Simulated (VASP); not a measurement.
An input for Ansatz (written as the equivalent of a VASP run, and not itself run):

Ansatz 0.2 input:
```yaml
crystal:
  lattice:
    - [2.0835460, 1.2029360, 13.5650100]
    - [-2.0835460, 1.2029360, 13.5650100]
    - [0.0000000, -2.4058730, 13.5650100]
  atoms:
    - { symbol: Ge, position: [0.0000000, 0.0000000, 0.0000000] }
    - { symbol: Sb, position: [0.4273000, 0.4273000, 0.4273000] }
    - { symbol: Sb, position: [0.5727000, 0.5727000, 0.5727000] }
    - { symbol: Te, position: [0.1327000, 0.1327000, 0.1327000] }
    - { symbol: Te, position: [0.8673000, 0.8673000, 0.8673000] }
    - { symbol: Te, position: [0.2898000, 0.2898000, 0.2898000] }
    - { symbol: Te, position: [0.7102000, 0.7102000, 0.7102000] }
kpoints:
  mp_grid: { grid: [4, 4, 4] }
hamiltonian:
  xc: pbe
  pseudopotentials: { kind: paw }
scf:
  occupations: { method: fermi_dirac, width: 0.1 }
  max_iter: 100
output: { forces: true, stress: true, eigenvalues: true }
```

**Question.** Translate this input to VASP (INCAR, KPOINTS, POSCAR, choice of POTCAR).

**Answer.** Several could match; the one computed here: 
INCAR:
```
SYSTEM = Ge(SbTe2)2
PREC = Accurate; ENCUT = 300; LREAL = .FALSE.
LASPH = .TRUE.
EDIFF = 1E-6; NELM = 100; ALGO = Normal
LMAXMIX = 4
ISMEAR = -1; SIGMA = 0.1
GGA = PE
ISIF = 2
LWAVE = .FALSE.; LCHARG = .FALSE.
```

File POSCAR:
```
Ge(SbTe2)2
1
    2.0835460000     1.2029360000    13.5650100000
   -2.0835460000     1.2029360000    13.5650100000
    0.0000000000    -2.4058730000    13.5650100000
Ge Sb Te
1 2 4
Direct
  0.0000000000   0.0000000000   0.0000000000
  0.4273000000   0.4273000000   0.4273000000
  0.5727000000   0.5727000000   0.5727000000
  0.1327000000   0.1327000000   0.1327000000
  0.8673000000   0.8673000000   0.8673000000
  0.2898000000   0.2898000000   0.2898000000
  0.7102000000   0.7102000000   0.7102000000
```

### KPOINTS
```
Automatic mesh
0
Gamma
4 4 4
0 0 0
```

POTCAR, in this order: Ge_d Sb Te (PBE.64 set). Program: vasp_std.

Limits of the translation: each code has its own PAW files, so the cut-off isn't converted (ENCUT is set for VASP's; basis.ecutwfc is left out, and Ansatz then takes the one that its files recommend); Ansatz stops its SCF on the density residual and VASP on the energy change (EDIFF).

The structure was generated: GeSb2Te4 was put into an ordered model structure, which need not be its known phase. The cell was not relaxed at this level. The k-mesh is coarse (spacing up to 0.44 per Å, 2π included), so the numbers may not be converged in it.
